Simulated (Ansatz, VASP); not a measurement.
# Cross-check of SnSe2 between VASP and Ansatz

One calculation is typed for both programs; each brings its own data sets. How far apart do they land? The structure shown is the end of the Ansatz relaxation below.

Calculated with Ansatz 0.2.0; plane waves, with VASP 6.6.1 beside it; single point at PBEsol.

## Step 1: The starting structure

The cell holds 3 atoms: 1 Sn and 2 Se. Its edges and angles: a = 3.802 Å, b = 3.802 Å, c = 29.927 Å, α = 90.0°, β = 90.0°, γ = 120.0°. It derives from SnSe2. Vacuum lies along c.

## Step 2: Ansatz: relaxation, PBEsol

Ansatz runs on its PAW soft_1 files.

This run makes the geometry at which the two programs are then compared.

Input file input.yaml:

```yaml
crystal:
  lattice:
    - [3.8023301087, 0.0, 0.0]
    - [-1.9011650543, 3.2929144677, 0.0]
    - [0.0, 0.0, 29.9272]
  atoms:
    - { symbol: Sn, position: [0.0, 0.0, 0.3341441899] }
    - { symbol: Se, position: [0.3333333333, 0.6666666667, 0.387164914] }
    - { symbol: Se, position: [0.6666666667, 0.3333333333, 0.2811234658] }
  periodic: [true, true, false]
kpoints:
  mp_grid: { grid: [9, 9, 1] }
hamiltonian:
  xc: pbesol
  pseudopotentials: { kind: paw, azcp: { folder: soft_1 }, xc_functional: pbe }
scf:
  occupations: { method: fixed }
output:
  forces: true
  stress: true
  eigenvalues: true
  write_density: true
  write_potential: true
  elf: true
  volumetric_format: npy
relax:
  adjacent_minimum: "off"
  f_tol: 0.001
  max_steps: 60
  cell: { stress_2d_tol: 0.002 }
```

The run is started by

```console
$ ansatz run input.yaml --threads 8 --pin off --max-ram 16384MiB --backend cpu --events-out ev --progress --plain --runs-dir out
```

Numbers of over 12 decimals in the logs are rounded to 6 here.

What it wrote:

```text
Engine: ansatz 0.2.0, aarch64-unknown-linux-gnu
Pseudopotentials: kind: paw
Pseudopotential: Sn, paw, valence charge 14, recommended cutoff 420 eV (normal), soft_1/Sn.paw.azcp
Pseudopotential: Se, paw, valence charge 16, recommended cutoff 420 eV (normal), soft_1/Se.paw.azcp
Functional definition: PBEsol
  exchange = pbesol_x
  correlation = pbesol_c
Crystal: 3 atoms, lattice volume = 374.711 Å³
Basis set: ecut = 420 eV, 7301 PW (Γ), exchange–correlation on 54×54×432 points (8 copies of the dense FFT grid, shifted against one another)
Bands: 28, of which v1, the nominal top of the filled ones, is band 23 counted from 1 (22 counted from 0)
Symmetry: 12 space group operations
Space group: P-3m1 (ITA 164), of the structure as read, at distance tolerance 7.2e-5 Å
k-points: 12 of 81
Non-local potential: Sn, projectors of the file, l = 0: 2, l = 1: 2, l = 2: 2, l = 3: 1
Non-local potential: Se, projectors of the file, l = 0: 2, l = 1: 2, l = 2: 3, l = 3: 1
PAW form: soft (Blöchl's): semilocal exchange-correlation on the pseudo side does not see the compensation charge
PAW frozen core: Sn, regenerated for the run's functional, and the local potential with it (the file was generated under x = pbe(κ = 0.804, μ = 0.219515), c = pbe(β = 0.066725))
PAW frozen core: Se, regenerated for the run's functional, and the local potential with it (the file was generated under x = pbe(κ = 0.804, μ = 0.219515), c = pbe(β = 0.066725))
PAW one-centre angular grid: Sn, 590 points (default); XC on 64 Gauss nodes
PAW one-centre angular grid: Se, 590 points (default); XC on 64 Gauss nodes
Initial density: superposition of atomic densities (neutral atoms: chi_scale 0, normalization atom)
Initial wavefunctions: pseudopotential atomic-orbital guess
Functional: x = pbesol(κ = 0.804, μ = 0.123457), c = pbesol(β = 0.046)
iter 1 solved again at ethr=2.04e-3 eV; its pass at ethr=3.10e-3 eV (dr2=9.37e-1 eV) is discarded
SCF iter   1: F=—  HF=-16799.537107 eV  |F-HF|=—  |Δ(HF+E_count)|=         —  Δρ=1.32e-2  dr2=9.37e-1  ethr=2.04e-3  ⟨swp⟩=1.3  Hψ=1905  notcnv=0  defer=32
preconditioner: auto → Resta (q_TF=auto, 1.923 Å⁻¹)  ε∞=1.4  [insulator: Δε(μ)=1.121 eV  Ē_g=15.825 eV  n_scr=36 (ndim 8)  ℏωp=9.8 eV  f_vac=0.767  ε∞_Penn≈1.4  vacuum switching on, ρ_ref=1.8e-2 e/Å³]
SCF iter   2: F=—  HF=-16799.272968 eV  |F-HF|=—  |Δ(HF+E_count)|=   2.64e-1  Δρ=5.67e-3  dr2=1.30e-1  ethr=2.04e-3  ⟨swp⟩=4.5  Hψ=605  notcnv=0  defer=35
SCF iter   3: F=—  HF=-16799.254068 eV  |F-HF|=—  |Δ(HF+E_count)|=   1.89e-2  Δρ=2.88e-3  dr2=3.28e-2  ethr=2.83e-4  ⟨swp⟩=3.8  Hψ=646  notcnv=0  defer=35
SCF iter   4: F=—  HF=-16799.249235 eV  |F-HF|=—  |Δ(HF+E_count)|=   4.83e-3  Δρ=8.36e-4  dr2=2.26e-3  ethr=7.12e-5  ⟨swp⟩=3.5  Hψ=504  notcnv=0  defer=35
SCF iter   5: F=—  HF=-16799.249155 eV  |F-HF|=—  |Δ(HF+E_count)|=   7.98e-5  Δρ=1.37e-4  dr2=4.09e-5  ethr=4.92e-6  ⟨swp⟩=3.1  Hψ=578  notcnv=0  defer=35
SCF iter   6: F=—  HF=-16799.249204 eV  |F-HF|=—  |Δ(HF+E_count)|=   4.89e-5  Δρ=4.14e-5  dr2=3.98e-6  ethr=8.89e-8  ⟨swp⟩=3.5  Hψ=750  notcnv=0  defer=36
SCF iter   7: F=—  HF=-16799.249206 eV  |F-HF|=—  |Δ(HF+E_count)|=   1.48e-6  Δρ=1.04e-5  dr2=2.17e-7  ethr=8.65e-9  ⟨swp⟩=3.9  Hψ=706  notcnv=0  defer=35
iter 8 did not close the SCF: its close was put off until two iterations running show no level that it waits for move by more than its bar (scf_convergence_deferred on its scf_iter line)
SCF iter   8: F=-16799.249206 eV  HF=-16799.249206 eV  |F-HF|=6.26e-10  |Δ(HF+E_count)|=   9.14e-8  Δρ=9.80e-7  dr2=3.01e-9  ethr=2.17e-10  ⟨swp⟩=31.4  Hψ=3956  notcnv=0
iter 9 did not close the SCF: its close was put off until two iterations running show no level that it waits for move by more than its bar (scf_convergence_deferred on its scf_iter line)
SCF iter   9: F=-16799.249206 eV  HF=-16799.249206 eV  |F-HF|=6.55e-11  |Δ(HF+E_count)|=   2.39e-9  Δρ=1.98e-7  dr2=1.67e-10  ethr=6.54e-12  ⟨swp⟩=8.1  Hψ=2174  notcnv=0
SCF iter  10: F=-16799.249206 eV  HF=-16799.249206 eV  |F-HF|=1.09e-10  |Δ(HF+E_count)|=  1.20e-10  Δρ=5.31e-8  dr2=1.04e-11  ethr=1.00e-12  ⟨swp⟩=7.6  Hψ=2092  notcnv=0
SCF 1 converged in 10 iterations: F = -16799.249206 eV  dr2 = 1.04e-11
  greatest PAW one-centre occupation: 1.000 electrons in one spin orbital (limit 2), on the Se atom at site 2 (counted from 0), in its partial waves of l = 2
relax step   1: F+E_penalty+E_count = -16799.24920572 eV  Δ(F+E_penalty+E_count) = +0.000e0 eV  max|allowed force component| = 1.755e-3 eV/Å  Δτ_max = 0.0000 Å  P = -0.009 N/m  Ω = 374.711 Å³  fix = [c, alpha, beta]  reactions: c -0.000 N/m  (10 SCF iters, dr2 threshold 1.00e-7 eV, accepted)
[...]
relax step   2: F+E_penalty+E_count = -16799.24920573 eV  Δ(F+E_penalty+E_count) = -1.623e-9 eV  max|allowed force component| = 3.426e-3 eV/Å  Δτ_max = 0.0005 Å  P = +0.003 N/m  Ω = 374.673 Å³  energy of the carried Pulay correction = +5.572e-7 eV  fix = [c, alpha, beta]  (5 SCF iters, dr2 threshold 1.93e-10 eV, rejected (line search))
[...]
relax step   3: F+E_penalty+E_count = -16799.24920700 eV  Δ(F+E_penalty+E_count) = -1.272e-6 eV  max|allowed force component| = 1.616e-5 eV/Å  Δτ_max = 0.0001 Å  P = -0.002 N/m  Ω = 374.669 Å³  energy of the carried Pulay correction = +6.228e-7 eV  fix = [c, alpha, beta]  reactions: c -0.000 N/m  (8 SCF iters, accepted)
[...]
relax step   4: F+E_penalty+E_count = -16799.24920635 eV  Δ(F+E_penalty+E_count) = +6.502e-7 eV  max|allowed force component| = 1.583e-5 eV/Å  Δτ_max = 0.0000 Å  P = -0.002 N/m  Ω = 374.669 Å³  fix = [c, alpha, beta]  reactions: c -0.000 N/m  stress off target by 1.60e-3 N/m on what of the cell is left free  SCF on the basis re-selected at this cell (its energy is not comparable with the rows above)  (10 SCF iters)
basis re-selected at this cell: Δ(F+E_penalty+E_count) = +6.502e-7 eV, ΔP = +0.000 N/m vs the last step (what re-selecting the basis moved, of the pressure what is left beyond the Pulay correction that the steps carried, after the strain that the cell walked since its last selection, with what the two solves' SCF thresholds leave and, on support functions, any second-order correction that the steps lacked; it is no m [...]
SCF converged after 10 iterations
Free energy (F): -16799.249206 eV
Harris-Foulkes:  -16799.249206 eV  (|F-HF|=4.00e-11)
Internal energy: -16799.249206 eV  (E = F + TS)
E sigma→0 (E₀):  -16799.249206 eV
Fermi energy:    -5.980527 eV
--- Per-component energies (eV) ---
  E_band       = -1501.575086
  E_kinetic    = 390.292804
  E_local      = -96011.803130  (includes V_loc(G=0)·N_el)
  E_nonlocal   = -558.414777
  E_hartree    = 47821.906461
  E_xc         = -292.955040
  E_vxc        = -259.995014  (∫ρ·V_xc dr)
  E_paw        = -8470.767747  (= ΣΔE_a)
  E_vpaw       = -705.467402  (= ΣTr[D̂ρ^β])
  E_aug_tail   = -0.000484  (compensation charges beyond the density's cutoff)
  E_ewald      = 40320.190963
  E_core_change = 2.301743  (= ΣΔE_core)
  E_smearing   = -0.000000  (= −TS)
  E_closure    = 0.000000  (closes the sum)
  Σ components = -16799.249206   (vs F -16799.249206, Δ=0.00e0)
--- Forces (eV/Å), atoms counted from 1 ---
  atom   1  Sn     0.00000000    -0.00000000     0.00000000
  atom   2  Se    -0.00000000    -0.00000000    -0.00001583
  atom   3  Se     0.00000000     0.00000000     0.00001583
  max |Σ_I F_I| component: 1.16e-18 eV/Å
--- 2D stress c σ (N/m, compression-positive) ---
       -0.001595       0.000000      -0.000000
        0.000000      -0.001595       0.000000
       -0.000000       0.000000      -0.000000
  P = ½ c Tr σ = -0.0016 N/m
--- Band table (eV; the first three rows and the last of 12) ---
  k-point 0: bands = [... 19 lower, -6.4655, -6.4655, -6.0596, -6.0596, -4.3548, -2.9473, -1.3741, -1.3741, ... 1 higher]
  k-point 1: bands = [... 19 lower, -7.1337, -6.8477, -6.6929, -5.9805, -3.7873, -2.3040, -1.5030 (-1.5030°), -1.0856, ... 1 higher]
  k-point 2: bands = [... 19 lower, -7.7583, -7.4534, -6.9296, -6.0548, -3.9514, -1.9812, -0.5952 (-0.5953°), -0.5417, ... 1 higher]
  k-point 11: bands = [... 19 lower, -9.7569, -9.3784, -6.9000, -6.9000, -4.1653, -0.7582, -0.7582, 0.6591, ... 1 higher]
  ° read free of the cell's end (the report's vacuum.weakly_bound_levels)
--- Relaxed structure (3 steps of the walk, 2 accepted, 1 SCFs on fresh bases) ---
  F+E_penalty+E_count = -16799.24920635 eV   max|allowed force component| = 1.583e-5 eV/Å   (the final SCF, on the basis selected at the relaxed cell)
  cell:  # Å, volume = 374.6688 Å³
    - [3.802116, -2.8865869443960077e-11, 0]
    - [-1.901058, 3.292729, 0]
    - [0, 0, 29.9272]
  atoms:
    - { symbol: Sn, position: [0, 0, 0.3341441899] }
    - { symbol: Se, position: [0.333333, 0.666667, 0.387161] }
    - { symbol: Se, position: [0.666667, 0.333333, 0.281127] }
```

## Step 3: VASP: single point, PBEsol

The same cell, functional and mesh now go to VASP, with its own data sets.

Lines of VASP's logs that name or quote its potential files are left out, and so is its time.

Input file INCAR:

```
SYSTEM = SnSe2
PREC = Accurate
ENCUT = 400
EDIFF = 1E-06
NELM = 120
ISMEAR = 0
SIGMA = 0.01
LREAL = .FALSE.
ALGO = Normal
GGA = PS
NBANDS = 19
LORBIT = 11
LWAVE = .FALSE.
LCHARG = .FALSE.
ISIF = 2
LDIPOL = .TRUE.
IDIPOL = 3
DIPOL = 0.5 0.5 0.334
LVHAR = .TRUE.
LASPH = .TRUE.
GGA_COMPAT = .FALSE.
EFERMI = MIDGAP
NELMDL = -8
```

Input file POSCAR:

```
SnSe2
1.0
    3.8021163291      0.0000000000      0.0000000000
   -1.9010581645      3.2927293291      0.0000000000
    0.0000000000      0.0000000000     29.9272000000
Sn Se
1 2
Direct
    0.0000000000      0.0000000000      0.3341441899
    0.3333333333      0.6666666667      0.3871613955
    0.6666666667      0.3333333333      0.2811269843
```

Input file KPOINTS:

```
Automatic mesh
0
Gamma
9 9 1
0 0 0
```

The projector-augmented-wave data sets are Sn_d and Se (PBE family, release 64).

The run is started by

```console
$ mpirun -np 1 vasp_std
```

What it wrote:

```text
[banner, memory and clock lines left out]
running    1 mpi-ranks, on    1 nodes
 distrk:  each k-point on    1 cores,    1 groups
 distr:  one band on    1 cores,    1 groups

 POSCAR found type information on POSCAR SnSe
 POSCAR found :  2 types and       3 ions
|                                                                             |
|               ----> ADVICE to this user running VASP <----                  |
|                                                                             |
|     You enforced a specific xc type in the INCAR file but a different       |
|     [... a line on the potential file left out ...]
|     I HOPE YOU KNOW WHAT YOU ARE DOING!                                     |
|                                                                             |

 LDA part: xc-table for (Slater+PW92), standard interpolation
 POSCAR, INCAR and KPOINTS ok, starting setup
 FFT: planning ... GRIDC
 FFT: planning ... GRID_SOFT
 FFT: planning ... GRID
 WAVECAR not read
 entering main loop
       N       E                     dE             d eps       ncg     rms          rms(c)
DAV:   1     0.163913109152E+03    0.16391E+03   -0.94204E+03   552   0.841E+02
DAV:   2     0.613795971263E+01   -0.15778E+03   -0.15424E+03   610   0.209E+02
DAV:   3    -0.126820184698E+02   -0.18820E+02   -0.18769E+02   564   0.842E+01
DAV:   4    -0.132048603072E+02   -0.52284E+00   -0.52232E+00   639   0.171E+01
DAV:   5    -0.132144857587E+02   -0.96255E-02   -0.96251E-02   685   0.227E+00
DAV:   6    -0.132146317342E+02   -0.14598E-03   -0.14598E-03   638   0.215E-01
DAV:   7    -0.132146346906E+02   -0.29563E-05   -0.29563E-05   708   0.318E-02
DAV:   8    -0.132146347535E+02   -0.62962E-07   -0.62872E-07   540   0.402E-03    0.493E+00
DAV:   9    -0.129598795633E+02    0.25476E+00   -0.51412E-01   693   0.802E+00    0.313E+00
DAV:  10    -0.129289312390E+02    0.30948E-01   -0.22668E-01   592   0.349E+00    0.438E-01
DAV:  11    -0.129244415368E+02    0.44897E-02   -0.26401E-02   635   0.177E+00    0.267E-01
DAV:  12    -0.129243744786E+02    0.67058E-04   -0.20824E-03   553   0.291E-01    0.607E-02
DAV:  13    -0.129243203883E+02    0.54090E-04   -0.16004E-04   662   0.115E-01    0.305E-02
DAV:  14    -0.129242634728E+02    0.56916E-04   -0.11029E-04   587   0.525E-02    0.130E-02
DAV:  15    -0.129242674733E+02   -0.40006E-05   -0.10421E-05   620   0.153E-02    0.105E-02
DAV:  16    -0.129243115030E+02   -0.44030E-04   -0.40208E-05   527   0.198E-02    0.520E-03
DAV:  17    -0.129243848285E+02   -0.73325E-04   -0.61652E-06   434   0.808E-03    0.481E-03
DAV:  18    -0.129244371852E+02   -0.52357E-04   -0.25539E-06   472   0.663E-03    0.220E-03
DAV:  19    -0.129244617894E+02   -0.24604E-04   -0.38790E-07   509   0.263E-03    0.949E-04
DAV:  20    -0.129244707175E+02   -0.89280E-05   -0.35916E-07   490   0.241E-03    0.124E-03
DAV:  21    -0.129244763158E+02   -0.55983E-05   -0.13078E-07   483   0.188E-03    0.342E-04
DAV:  22    -0.129244778446E+02   -0.15288E-05   -0.13822E-08   471   0.482E-04    0.332E-04
DAV:  23    -0.129244799693E+02   -0.21247E-05   -0.45689E-08   423   0.659E-04    0.121E-04
DAV:  24    -0.129244804465E+02   -0.47723E-06   -0.40988E-09   461   0.271E-04
   1 F= -.12924480E+02 E0= -.12924480E+02  d E =0.000000E+00
```

From OUTCAR (step 3):

```text
ion  position               nearest neighbor table
   1  0.000  0.000  0.334-   2 2.71   3 2.71   2 2.71   3 2.71   3 2.71   2 2.71
   2  0.333  0.667  0.387-   1 2.71   1 2.71   1 2.71
   3  0.667  0.333  0.281-   1 2.71   1 2.71   1 2.71

  LATTYP: Found a hexagonal cell.
 ALAT       =     3.8021163291
 C/A-ratio  =     7.8711952527

 Subroutine GETGRP returns: Found 12 space group operations
 (whereof  6 operations were pure point group operations)

The static configuration has the point symmetry C_3v.
 The point group associated with its full space group is D_3d.

 Found     12 irreducible k-points:

   k-points           NKPTS =     12   k-points in BZ     NKDIM =     12   number of bands    NBANDS=     19

   dimension x,y,z NGX =    28 NGY =   28 NGZ =  196
   dimension x,y,z NGXF=    56 NGYF=   56 NGZF=  392

   ENCUT  =  400.0 eV  29.40 Ry    5.42 a.u.   6.20  6.20 48.80*2*pi/ulx,y,z

   NELECT =      26.0000    total number of electrons

 k-points in reciprocal lattice and weights: Automatic mesh
   0.00000000  0.00000000  0.00000000       0.012
   0.11111111 -0.00000000  0.00000000       0.074
   0.22222222  0.00000000  0.00000000       0.074
   0.33333333  0.00000000  0.00000000       0.074
   0.44444444  0.00000000  0.00000000       0.074
   0.11111111  0.11111111  0.00000000       0.074
   0.22222222  0.11111111  0.00000000       0.148
   0.33333333  0.11111111  0.00000000       0.148
   0.44444444  0.11111111  0.00000000       0.074
   0.22222222  0.22222222  0.00000000       0.074
   0.33333333  0.22222222  0.00000000       0.148
   0.33333333  0.33333333  0.00000000       0.025

 dipolmoment           0.000000      0.000000      0.000006 electrons x Angstroem

 average (electrostatic) potential at core
       1-110.3868       2 -61.1831       3 -61.1831

 E-fermi :  -3.5244

 k-point     1 :       0.0000    0.0000    0.0000
  band No.  band energies     occupation
    ...
      9      -5.1360      2.00000
     10      -4.4102      2.00000
     11      -4.4102      2.00000
     12      -4.0023      2.00000
     13      -4.0023      2.00000
     14      -2.2996      0.00000
     15      -0.8959      0.00000
     16       0.6757      0.00000
     17       0.6757      0.00000
     18       1.7204      0.00000
    ...

 k-point     2 :       0.1111   -0.0000    0.0000
  band No.  band energies     occupation
    ...
      9      -5.4407      2.00000
     10      -5.0747      2.00000
     11      -4.7934      2.00000
     12      -4.6377      2.00000
     13      -3.9229      2.00000
     14      -1.7296      0.00000
     15      -0.2520      0.00000
     16       0.5499      0.00000
     17       0.9653      0.00000
     18       1.8625      0.00000
    ...

 k-point     3 :       0.2222    0.0000    0.0000
  band No.  band energies     occupation
    ...
      9      -6.8530      2.00000
     10      -5.7033      2.00000
     11      -5.4004      2.00000
     12      -4.8716      2.00000
     13      -3.9971      2.00000
     14      -1.8946      0.00000
     15       0.0721      0.00000
     16       1.4597      0.00000
     17       1.5114      0.00000
     18       2.1259      0.00000
    ...

  Total        0.0345864      0.0345864      0.0398136      0.0000000      0.0000000      0.0000000
  in kB        0.1479002      0.1479002      0.1702528      0.0000000      0.0000000      0.0000000
  external PRESSURE =       0.1553511 kB  Pullay stress =       0.0000000 kB

  energy-cutoff  :      400.00
  volume of cell :      374.67
      direct lattice vectors                 reciprocal lattice vectors
     3.802116329  0.000000000  0.000000000     0.263011416  0.151849712  0.000000000
    -1.901058164  3.292729329  0.000000000     0.000000000  0.303699424  0.000000000
     0.000000000  0.000000000 29.927200000     0.000000000  0.000000000  0.033414419

 POSITION                                       TOTAL-FORCE (eV/Angst)
 -----------------------------------------------------------------------------------
      0.00000      0.00000     10.00000        -0.000000      0.000000     -0.000000
     -0.00000      2.19515     11.58666         0.000000     -0.000000      0.021936
      1.90106      1.09758      8.41334         0.000000      0.000000     -0.021936
 -----------------------------------------------------------------------------------
    total drift:                                0.000000      0.000000      0.000073

  FREE ENERGIE OF THE ION-ELECTRON SYSTEM (eV)
  ---------------------------------------------------
  free  energy   TOTEN  =       -12.9244804465 eV

  energy  without entropy=      -12.9244804465  energy(sigma->0) =      -12.92448045

 vacuum level on the upper side and lower side of the slab         2.057         2.057

 total charge
# of ion       s       p       d       tot
------------------------------------------
    1        1.053   1.036  10.104  12.193
    2        1.484   2.304   0.026   3.815
    3        1.484   2.304   0.026   3.815
--------------------------------------------------
tot          4.022   5.644  10.157  19.823

[... 3 further parts left out ...]
```

The run ends at a pressure of 0.02 GPa, with forces up to 0.022 eV/Å.

## Step 4: Differences

Known differences besides the potentials themselves: fixed occupations in Ansatz, narrow Gaussian smearing in VASP; Ansatz cuts the interaction across the vacuum, VASP repeats the sheet with a dipole correction; the data sets hold 46 valence electrons in Ansatz (on its PAW soft_1 files) and 26 in VASP; the cutoff is 420 eV in Ansatz and 400 eV in VASP; Ansatz makes its cores anew for this functional, VASP keeps those of its PBE data sets. Total energies have different zeros and are not compared.

Both answers:

```
              quantity  Ansatz   VASP  difference
gap on the k mesh (eV)   0.800  0.797      +0.003
```

At this near-relaxed geometry the largest component of a force difference is 22 meV/Å. A gap on the mesh is an upper bound, since the band edges may lie between its points. With vacuum in the cell, a pressure given here is an average over mostly empty space and none of the material.

## Step 5: What came out

```yaml
difference_in_gap_on_the_k_mesh_single_point_pbesol: 0.0027 eV
r_m_s_force_difference_single_point_pbesol: 10 meV/Å
```

What this shows: The r.m.s. force difference is 10 meV/Å (single point, PBEsol), within the 12 meV/Å picked in this series as the mark of a large difference. The data sets hold unlike numbers of valence electrons (46 in Ansatz and 26 in VASP), so part of the differences comes from the potentials. Such differences can come from data sets, numerical settings and the points named under the comparisons, not from the functional's error against experiment.

[Lines on the potential files, build, host, timing and source positions are cut from VASP's logs without a mark.]

[Logs are printed without paths, hosts, clocks, repeated set-up lines and the standing remarks that a program may print on its own settings, such as how far it seeks lower states.]

[Hosts, paths, dates, database ids (printed as entryN), source tags and the programs' standing remarks are cut or masked in the printed files.]
